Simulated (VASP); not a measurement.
Here is the system:

```
PdP
1.0
    3.19800     0.00000     0.00000
    0.00000     3.19800     0.00000
    0.00000     0.00000     3.19800
Pd P
1 1
Direct
  0.00000   0.00000   0.00000
  0.50000   0.50000   0.50000
```

Method: PBEsol GGA, VASP's PBE PAW potentials (set 64) (plane waves; VASP). Run with 400 eV cut-off, 10×10×10 Γ-centred mesh, first-order Methfessel-Paxton smearing of 0.10 eV, potentials Pd P.

Energy and stress use the plane-wave basis of the starting cell.

Q: The ions, cell shape and volume are relaxed. What does this cell relax into?

A: 
```
PdP
1.0
    3.04518     0.00000     0.00000
    0.00000     3.04518     0.00000
    0.00000     0.00000     3.04518
Pd P
1 1
Direct
  0.00000   0.00000   0.00000
  0.50000   0.50000   0.50000
```
Space group Pm-3m (221), at a tolerance of 0.03 Å.

Q: How do energy and volume change from the first to the last step?

A: The energy (σ→0) changes by -148.2 meV/atom and the volume by -13.7 %, in 4 ionic steps.

The structure was generated: PdP was put into the CsCl type type (Pm-3m), which need not be its known phase. This run relaxes it. Symmetry was kept, so distortions that lower it aren't found. The electron count is odd and the run is not spin-polarised, which forces a metal.
